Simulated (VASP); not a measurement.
These are PBEsol GGA, VASP's PBE PAW potentials (set 64) (plane waves; VASP) values and carry that method's errors.

VASP input:

**INCAR**
```
! general
SYSTEM   =  SnO
PREC     =  Accurate
ENCUT    =  600
LREAL    =  .FALSE.
LASPH    =  .TRUE.

! electronic loop
EDIFF    =  1E-7
NELM     =  100
ALGO     =  Normal
LMAXMIX  =  4

! smearing
ISMEAR   =  0
SIGMA    =  0.05

! functional
GGA      =  PS

! ions
ISIF     =  2

! output
LWAVE    =  .FALSE.
LCHARG   =  .FALSE.
```

File POSCAR:
```
SnO
9.4576990
  0.4027026209   0.0000000000   0.0000000000
  0.0000000000   0.4027026209   0.0040270262
  0.0000000000   0.0050000000   0.5000000031
Sn O
2 2
Cartesian
  0.2013513104   0.0037799953   0.3779995325
  0.0000000000   0.2025713151   0.1240139837
  0.2013513104   0.2013513104   0.0020135131
  0.0000000000   0.0000000000   0.0000000000
```

**KPOINTS**
```
Automatic mesh
0
Gamma
6 6 4
0 0 0
```

POTCAR, in this order: Sn_d O (PBE.64 set). Program: vasp_std.

The resulting files:

**OSZICAR**
```
       N       E                     dE             d eps       ncg     rms          rms(c)
DAV:   1     0.415539348111E+03    0.41554E+03   -0.22395E+04  2720   0.279E+03
DAV:   2     0.321096472805E+02   -0.38343E+03   -0.37720E+03  2864   0.611E+02
DAV:   3    -0.252088819637E+02   -0.57319E+02   -0.56408E+02  3328   0.199E+02
DAV:   4    -0.273698179188E+02   -0.21609E+01   -0.21592E+01  2936   0.434E+01
DAV:   5    -0.274333112341E+02   -0.63493E-01   -0.63478E-01  3648   0.753E+00    0.108E+01
DAV:   6    -0.242808876715E+02    0.31524E+01   -0.21191E+01  4544   0.504E+01    0.464E+00
DAV:   7    -0.242486434223E+02    0.32244E-01   -0.19958E+00  3072   0.935E+00    0.248E+00
DAV:   8    -0.242388432564E+02    0.98002E-02   -0.55162E-01  3944   0.523E+00    0.104E+00
DAV:   9    -0.242147554708E+02    0.24088E-01   -0.17050E-01  4152   0.412E+00    0.245E-01
DAV:  10    -0.242167308330E+02   -0.19754E-02   -0.22160E-02  3936   0.141E+00    0.228E-01
DAV:  11    -0.242155367616E+02    0.11941E-02   -0.73296E-03  4208   0.827E-01    0.225E-02
DAV:  12    -0.242156399212E+02   -0.10316E-03   -0.93103E-04  2856   0.187E-01    0.524E-02
DAV:  13    -0.242156110784E+02    0.28843E-04   -0.68920E-05  4296   0.867E-02    0.223E-02
DAV:  14    -0.242156036290E+02    0.74494E-05   -0.33845E-05  3936   0.415E-02    0.460E-03
DAV:  15    -0.242156033071E+02    0.32195E-06   -0.54796E-06  4184   0.165E-02    0.216E-03
DAV:  16    -0.242156034107E+02   -0.10365E-06   -0.32179E-07  2648   0.415E-03    0.132E-03
DAV:  17    -0.242156034898E+02   -0.79113E-07   -0.30024E-08  1528   0.165E-03
   1 F= -.24215603E+02 E0= -.24215191E+02  d E =-.825197E-03
```

OUTCAR:
```
------------------------ aborting loop because EDIFF is reached ----------------------------------------
  FORCE on cell =-STRESS in cart. coord.  units (eV):
  Direction    XX          YY          ZZ          XY          YZ          ZX
  --------------------------------------------------------------------------------------
  Total       -0.1453972     -0.1181533      0.0818358      0.0000000     -0.4812600      0.0000000
  in kB       -3.3963684     -2.7599700      1.9116225      0.0000000    -11.2418659      0.0000000
  external PRESSURE =      -1.4149053 kB  Pullay stress =       0.0000000 kB
  volume of cell :       68.59
      direct lattice vectors                 reciprocal lattice vectors
     3.808640175  0.000000000  0.000000000     0.262560902  0.000000000  0.000000000
     0.000000000  3.808640175  0.038086402     0.000000000  0.262587161 -0.002625872
     0.000000000  0.047288495  4.728849529     0.000000000 -0.002114891  0.211489074
 POSITION                                       TOTAL-FORCE (eV/Angst)
 -----------------------------------------------------------------------------------
      1.90432      0.03575      3.57501         0.000000      0.109820     -0.079917
      0.00000      1.91586      1.17289         0.000000     -0.109820      0.079917
      1.90432      1.90432      0.01904         0.000000     -0.071024      0.004979
      0.00000      0.00000      0.00000         0.000000      0.071024     -0.004979
 -----------------------------------------------------------------------------------
    total drift:                                0.000000      0.000000     -0.000000
  FREE ENERGIE OF THE ION-ELECTRON SYSTEM (eV)
  ---------------------------------------------------
  free  energy   TOTEN  =       -24.2156034898 eV

  energy  without entropy=      -24.2147782933  energy(sigma->0) =      -24.21519089
```
(Selected blocks of OUTCAR.)

Without a dispersion term in the relaxation, distances and binding between the weakly bound layers, chains or molecules are unreliable, and so is what depends on them.

The compound is SnO in the litharge structure. This cell was strained or had an atom moved on purpose. The k-mesh is coarse (spacing up to 0.33 per Å, 2π included), so the numbers may not be converged in it.
